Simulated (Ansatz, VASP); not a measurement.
**Au3Cl2 in VASP and in Ansatz**

Contents of INCAR:

```
  PREC = Accurate
  ENCUT = 520
  EDIFF = 1E-6
  ISMEAR = 0
  SIGMA = 0.1
  LREAL = False
  LASPH = True
  NELM = 80
  ALGO = Normal
  ISIF = 2
  LWAVE = False
  LCHARG = False
  GGA = PE
  NBANDS = 32
```

The input KPOINTS:

```
Automatic mesh
0
Gamma
  6 6 4
```

The input POSCAR:

```
Au3Cl2
1.0
    4.2668175177      0.0000000000      0.0000000000
   -2.1334087589      3.6951723636      0.0000000000
    0.0000000000      0.0000000000      6.6384749704
Au Cl
3 2
Direct
    0.0000000000      0.0000000000      0.0000000000
    0.3333333333      0.6666666667      0.6450000000
    0.6666666667      0.3333333333      0.3550000000
    0.3333333333      0.6666666667      0.2450000000
    0.6666666667      0.3333333333      0.7550000000
```

Input for Ansatz:

```yaml
crystal:
  lattice:
    - [4.2668175177, 0.0, 0.0]
    - [-2.1334087589, 3.6951723636, 0.0]
    - [0.0, 0.0, 6.6384749704]
  atoms:
    - { symbol: Au, position: [0.0, 0.0, 0.0] }
    - { symbol: Au, position: [0.3333333333, 0.6666666667, 0.645] }
    - { symbol: Au, position: [0.6666666667, 0.3333333333, 0.355] }
    - { symbol: Cl, position: [0.3333333333, 0.6666666667, 0.245] }
    - { symbol: Cl, position: [0.6666666667, 0.3333333333, 0.755] }
basis:
  ecutwfc: 420
kpoints:
  mp_grid: { grid: [6, 6, 4] }
hamiltonian:
  xc: pbe
scf:
  occupations: { method: gaussian, width: 0.1 }
  lower_state_search: "off"
output:
  forces: true
  stress: true
  eigenvalues: true
```

Alike in both runs: task single point; functional PBE; k mesh 6 × 6 × 4; occupations gaussian, width 0.1 eV; no spin polarisation.

|  | VASP | Ansatz |
| --- | --- | --- |
| version | VASP 6.6.1 | Ansatz 0.2.0 |
| potentials or method | VASP PAW PBE potentials, release 64 (Au, Cl) | scalar-relativistic, plane waves, PAW |
| plane-wave cutoff (eV) | 520 | 420 |
| valence electrons in the cell | 47 | 71 |

```csv
,VASP,Ansatz,Ansatz less VASP
gap on the k mesh at the Fermi level (eV),none,none,-
pressure (GPa),6.4,6.6,+0.18
largest component of the traceless stress (GPa),0.65,0.65,-0.007
rms of the force components (eV/Å),0.383,0.388,+0.0052
```

Atom by atom the forces differ by 0.005 eV/Å (rms over components). A gap of «none» marks a metal or a gap that the smearing closes. With one functional, cell and mesh, what is left measures potentials, basis and numerics. The two sets of potentials don't hold the same shells in valence.

Caveats: an odd number of electrons without spin polarisation forces a metal; a magnetic or distorted state may lie lower. Spin-orbit coupling is left out, which matters for the levels of Au.
